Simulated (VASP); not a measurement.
All values below come from r2SCAN meta-GGA, VASP's PBE PAW potentials (set 64) (plane waves; VASP).

Input for VASP

**POSCAR**
```
Mo
1
   -1.5763857229     1.5763857229     1.5763857229
    1.5763857229    -1.5763857229     1.5763857229
    1.5763857229     1.5763857229    -1.5763857229
Mo
1
Direct
  0.0000000000   0.0000000000   0.0000000000
```

**INCAR**
```
# general
SYSTEM   =  Mo
PREC     =  Accurate
ENCUT    =  400
LREAL    =  F
LASPH    =  T

# electronic loop
EDIFF    =  1E-8
NELM     =  100
ALGO     =  Normal
LMAXMIX  =  4
LMIXTAU  =  T

# smearing
ISMEAR   =  1
SIGMA    =  0.1

# functional
METAGGA  =  R2SCAN

# ions
IBRION   =  1
NSW      =  30
ISIF     =  2
EDIFFG   =  -0.001

# output
LWAVE    =  F
LCHARG   =  F
```

File KPOINTS:
```
Automatic
0
Gamma
 15 15 15
```

POTCAR, in this order: Mo_sv (PBE.64 set). Program: vasp_std.

The run wrote:

**OUTCAR**
```
 ion  position               nearest neighbor table
   1  0.000  0.000  0.000-
  LATTYP: Found a body centered cubic cell.
 ALAT       =     3.1527714458
 Subroutine PRICEL returns:
 Original cell was already a primitive cell.
 Subroutine GETGRP returns: Found 48 space group operations
The static configuration has the point symmetry O_h .
The dynamic configuration has the point symmetry O_h .
 Subroutine INISYM returns: Found 48 space group operations
 Subroutine IBZKPT returns following result:
 Found    120 irreducible k-points:

 Following reciprocal coordinates:
            Coordinates               Weight
  0.000000  0.000000  0.000000      1.000000
  0.066667  0.000000  0.000000     12.000000
  0.133333  0.000000  0.000000     12.000000
  0.200000  0.000000  0.000000     12.000000
  0.266667  0.000000  0.000000     12.000000
  0.333333  0.000000  0.000000     12.000000
  0.400000  0.000000  0.000000     12.000000
  0.466667  0.000000  0.000000     12.000000
  0.066667  0.066667  0.000000     24.000000
  0.133333  0.066667  0.000000     48.000000
  0.200000  0.066667  0.000000     48.000000
  0.266667  0.066667  0.000000     48.000000
  0.333333  0.066667  0.000000     48.000000
  0.400000  0.066667  0.000000     48.000000
  0.466667  0.066667  0.000000     24.000000
  0.133333  0.133333  0.000000     24.000000
  0.200000  0.133333 -0.000000     48.000000
  0.266667  0.133333 -0.000000     48.000000
  0.333333  0.133333  0.000000     48.000000
  0.400000  0.133333  0.000000     48.000000
  0.200000  0.200000  0.000000     24.000000
  0.266667  0.200000  0.000000     48.000000
  0.333333  0.200000  0.000000     48.000000
  0.400000  0.200000  0.000000     24.000000
  0.266667  0.266667  0.000000     24.000000
  0.333333  0.266667  0.000000     48.000000
  0.333333  0.333333  0.000000      8.000000
  0.066667  0.066667  0.066667      8.000000
  0.133333  0.066667  0.066667     24.000000
  0.200000  0.066667  0.066667     24.000000
  0.266667  0.066667  0.066667     24.000000
  0.333333  0.066667  0.066667     24.000000
  0.400000  0.066667  0.066667     24.000000
 -0.066667  0.066667  0.066667      6.000000
  0.133333  0.133333  0.066667     24.000000
  0.200000  0.133333  0.066667     48.000000
  0.266667  0.133333  0.066667     48.000000
  0.333333  0.133333  0.066667     48.000000
  0.400000  0.133333  0.066667     24.000000
 -0.133333  0.133333  0.066667     24.000000
   k-points           NKPTS =    120   k-points in BZ     NKDIM =    120   number of bands    NBANDS=     11
   number of dos      NEDOS =    301   number of ions     NIONS =      1
   total plane-waves  NPLWV =   5832
   dimension x,y,z NGX =    18 NGY =   18 NGZ =   18
   dimension x,y,z NGXF=    36 NGYF=   36 NGZF=   36
   ions per type =               1
   PREC   = accura    normal or accurate (medium, high low for compatibility)
   ISTART =      0    job   : 0-new  1-cont  2-samecut
   ICHARG =      2    charge: 1-file 2-atom 10-const
   ISPIN  =      1    spin polarized calculation?
   LNONCOLLINEAR =      F non collinear calculations
   LSORBIT =      F    spin-orbit coupling
   INIWAV =      1    electr: 0-lowe 1-rand  2-diag
   ENCUT  =  400.0 eV  29.40 Ry    5.42 a.u.   4.45  4.45  4.45*2*pi/ulx,y,z
   NELM   =    100;   NELMIN=  2; NELMDL= -5     # of ELM steps
   EDIFF  = 0.1E-07   stopping-criterion for ELM
   LREAL  =      F    real-space projection
   NLSPLINE    = F    spline interpolate recip. space projectors
   LMAXMIX     =    4 max onsite mixed and CHGCAR
   VOSKOWN=      0    Vosko Wilk Nusair interpolation
...
```

OSZICAR:
```
       N       E                     dE             d eps       ncg     rms          rms(c)
DAV:   1     0.546494931831E+02    0.54649E+02   -0.75009E+03  2699   0.111E+03
DAV:   2    -0.313588007058E+02   -0.86008E+02   -0.83405E+02  2908   0.311E+02
DAV:   3    -0.324045674261E+02   -0.10458E+01   -0.10396E+01  3006   0.343E+01
DAV:   4    -0.324071567911E+02   -0.25894E-02   -0.25892E-02  2933   0.206E+00
DAV:   5    -0.324071707085E+02   -0.13917E-04   -0.13918E-04  3053   0.141E-01    0.180E+01
DAV:   6    -0.252926807680E+02    0.71145E+01   -0.41913E+00  2778   0.268E+01    0.197E+00
DAV:   7    -0.261081274511E+02   -0.81545E+00   -0.20496E-01  2742   0.546E+00    0.169E+00
DAV:   8    -0.255606695220E+02    0.54746E+00   -0.73767E-01  2943   0.978E+00    0.302E+00
DAV:   9    -0.259907436861E+02   -0.43007E+00   -0.23263E-01  2820   0.466E+00    0.116E+00
DAV:  10    -0.260757010826E+02   -0.84957E-01   -0.15810E-02  2847   0.145E+00    0.459E-01
DAV:  11    -0.260778151302E+02   -0.21140E-02   -0.28201E-03  2916   0.659E-01    0.513E-02
DAV:  12    -0.260776972814E+02    0.11785E-03   -0.14845E-04  2787   0.161E-01    0.247E-02
DAV:  13    -0.260777208097E+02   -0.23528E-04   -0.54741E-05  2763   0.107E-01    0.143E-02
DAV:  14    -0.260777415517E+02   -0.20742E-04   -0.33813E-05  2787   0.782E-02    0.561E-03
DAV:  15    -0.260777440322E+02   -0.24805E-05   -0.23261E-06  2907   0.219E-02    0.183E-03
DAV:  16    -0.260777479036E+02   -0.38714E-05   -0.50682E-07  2940   0.756E-03    0.982E-04
DAV:  17    -0.260777476570E+02    0.24665E-06   -0.99691E-08  2857   0.383E-03    0.654E-04
DAV:  18    -0.260777477931E+02   -0.13615E-06   -0.42101E-09  1485   0.740E-04    0.366E-04
DAV:  19    -0.260777481620E+02   -0.36890E-06   -0.55645E-09  1419   0.893E-04    0.110E-04
DAV:  20    -0.260777482382E+02   -0.76193E-07   -0.60364E-10  1359   0.278E-04    0.188E-05
DAV:  21    -0.260777482522E+02   -0.13958E-07   -0.28380E-11  1353   0.728E-05    0.506E-06
DAV:  22    -0.260777482625E+02   -0.10348E-07   -0.85437E-12  1353   0.381E-05    0.759E-06
DAV:  23    -0.260777482663E+02   -0.38153E-08   -0.17051E-12  1341   0.188E-05
   1 F= -.26077748E+02 E0= -.26077532E+02  d E =-.260777E+02
```

### OUTCAR
```
------------------------ aborting loop because EDIFF is reached ----------------------------------------
  FORCE on cell =-STRESS in cart. coord.  units (eV):
  Direction    XX          YY          ZZ          XY          YZ          ZX
  --------------------------------------------------------------------------------------
  Total        0.0019196      0.0019196      0.0019196     -0.0000000      0.0000000     -0.0000000
  in kB        0.1962802      0.1962802      0.1962802     -0.0000000      0.0000000     -0.0000000
  external PRESSURE =       0.1962802 kB  Pullay stress =       0.0000000 kB
  volume of cell :       15.67
      direct lattice vectors                 reciprocal lattice vectors
    -1.576385723  1.576385723  1.576385723     0.000000000  0.317181254  0.317181254
     1.576385723 -1.576385723  1.576385723     0.317181254  0.000000000  0.317181254
     1.576385723  1.576385723 -1.576385723     0.317181254  0.317181254  0.000000000
 POSITION                                       TOTAL-FORCE (eV/Angst)
 -----------------------------------------------------------------------------------
      0.00000      0.00000      0.00000         0.000000     -0.000000     -0.000000
 -----------------------------------------------------------------------------------
    total drift:                                0.000000     -0.000000      0.000000
  FREE ENERGIE OF THE ION-ELECTRON SYSTEM (eV)
  ---------------------------------------------------
  free  energy   TOTEN  =       -26.0777482663 eV

  energy  without entropy=      -26.0770982404  energy(sigma->0) =      -26.07753159

 reached required accuracy - stopping structural energy minimisation
```
(Selected blocks of OUTCAR.)

The compound is Mo in the bcc structure. It was relaxed first. The start is the result of an earlier pass.
